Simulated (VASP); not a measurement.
Level of theory: PBE GGA, VASP's PBE PAW potentials (set 64) (plane waves; VASP 6.6.1).

A VASP calculation is set up with these files.

### POSCAR
```
Be
1
   -1.9461040000     1.9461040000     1.0618180000
    1.9461040000    -1.9461040000     1.0618180000
    1.9461040000     1.9461040000    -1.0618180000
Be
2
Direct
  0.7381860000   0.2384580000   0.5036200000
  0.0118140000   0.0115420000  -0.0036200000
```

### INCAR
```
SYSTEM  =  Be
PREC  =  Accurate; ENCUT  =  300; LREAL  =  .FALSE.
LASPH  =  .TRUE.
EDIFF  =  1E-6; NELM  =  100; ALGO  =  Normal
ISMEAR  =  -1; SIGMA  =  0.1
GGA  =  PE
ISIF  =  2
LWAVE  =  .FALSE.; LCHARG  =  .FALSE.
```

### KPOINTS
```
Automatic
0
gamma
 12 12 12
```

POTCAR, in this order: Be (PBE.64 set). Program: vasp_std.

What VASP printed:

OSZICAR:
```
       N       E                     dE             d eps       ncg     rms          rms(c)
DAV:   1    -0.299704104837E+01   -0.29970E+01   -0.14742E+03 10950   0.366E+02
DAV:   2    -0.595706590235E+01   -0.29600E+01   -0.28143E+01 15534   0.430E+01
DAV:   3    -0.597522018471E+01   -0.18154E-01   -0.18063E-01 13134   0.332E+00
DAV:   4    -0.597523413206E+01   -0.13947E-04   -0.13946E-04 16782   0.806E-02
DAV:   5    -0.597523413270E+01   -0.64480E-09   -0.12107E-08 13116   0.460E-04    0.106E+00
DAV:   6    -0.592958596007E+01    0.45648E-01   -0.64179E-03 12564   0.107E+00    0.645E-01
DAV:   7    -0.591216476185E+01    0.17421E-01   -0.60326E-03 13476   0.107E+00    0.516E-02
DAV:   8    -0.591214858121E+01    0.16181E-04   -0.38084E-05 14664   0.444E-02    0.104E-02
DAV:   9    -0.591214842134E+01    0.15987E-06   -0.13740E-06 14796   0.827E-03
   1 F= -.59121484E+01 E0= -.59030900E+01  d E =-.181168E-01
```

File OUTCAR:
```
------------------------ aborting loop because EDIFF is reached ----------------------------------------
  FORCE on cell =-STRESS in cart. coord.  units (eV):
  Direction    XX          YY          ZZ          XY          YZ          ZX
  --------------------------------------------------------------------------------------
  Total        1.8109935      2.5623482      0.1567226     -0.0039082     -0.1097267      0.1291752
  in kB      180.3787245    255.2152188     15.6098998     -0.3892636    -10.9290051     12.8661206
  external PRESSURE =     150.4012811 kB  Pullay stress =       0.0000000 kB
  volume of cell :       16.09
      direct lattice vectors                 reciprocal lattice vectors
    -1.946104000  1.946104000  1.061818000     0.000000000  0.256923577  0.470890492
     1.946104000 -1.946104000  1.061818000     0.256923577  0.000000000  0.470890492
     1.946104000  1.946104000 -1.061818000     0.256923577  0.256923577  0.000000000
 POSITION                                       TOTAL-FORCE (eV/Angst)
 -----------------------------------------------------------------------------------
      0.00757      1.95262      0.50227        -0.120773     -0.127991      0.001127
      1.93853      1.93959     -1.03317         0.120773      0.127991     -0.001127
 -----------------------------------------------------------------------------------
    total drift:                                0.000000     -0.000000      0.000000
  FREE ENERGIE OF THE ION-ELECTRON SYSTEM (eV)
  ---------------------------------------------------
  free  energy   TOTEN  =        -5.9121484213 eV

  energy  without entropy=       -5.8940316698  energy(sigma->0) =       -5.90309005
```
(Selected blocks of OUTCAR.)

### OUTCAR
```
 val. band max:        7.0429645166   @ k =  -0.4167  -0.3333   0.4167

 cond. band min:       7.0618260247   @ k =  -0.3333  -0.4167   0.2500


 Fermi energy:         7.0593659144

 k-point     1 :       0.0000    0.0000    0.0000
  band No.  band energies     occupation
      1      -4.3508      2.00000
      2       8.2689      0.00001
      3       8.3573      0.00000
      4      14.6417      0.00000
      5      17.5301      0.00000
      6      23.9139      0.00000

 k-point     2 :       0.0833   -0.0000    0.0000
  band No.  band energies     occupation
      1      -4.1305      2.00000
      2       8.2300      0.00002
      3       8.4016      0.00000
      4      15.3346      0.00000
      5      17.0655      0.00000
      6      23.1181      0.00000

 k-point     3 :       0.0833   -0.0000   -0.0833
  band No.  band energies     occupation
      1      -4.1305      2.00000
      2       8.1423      0.00004
      3       8.4897      0.00000
      4      15.3262      0.00000
      5      17.0880      0.00000
      6      22.9875      0.00000

 k-point     4 :      -0.0000    0.0833   -0.0833
  band No.  band energies     occupation
      1      -4.1305      2.00000
      2       8.2289      0.00002
      3       8.4039      0.00000
      4      15.3379      0.00000
      5      17.0385      0.00000
      6      23.1236      0.00000

 k-point     5 :      -0.0000    0.0833    0.0000
  band No.  band energies     occupation
      1      -4.1305      2.00000
      2       8.1411      0.00004
      3       8.4924      0.00000
      4      15.3298      0.00000
      5      17.0555      0.00000
      6      23.0274      0.00000

 k-point     6 :       0.1667   -0.0000    0.0000
  band No.  band energies     occupation
      1      -3.4689      2.00000
      2       8.0638      0.00009
      3       8.7471      0.00000
      4      15.7775      0.00000
      5      17.1590      0.00000
      6      20.3884      0.00000
...
```

At this cut-off the stress carries a Pulay error, which pulls relaxed volumes low.

The structure was generated: Be was put into an ordered model structure, which need not be its known phase. The cell was not relaxed at this level, atoms are displaced from their ideal sites.
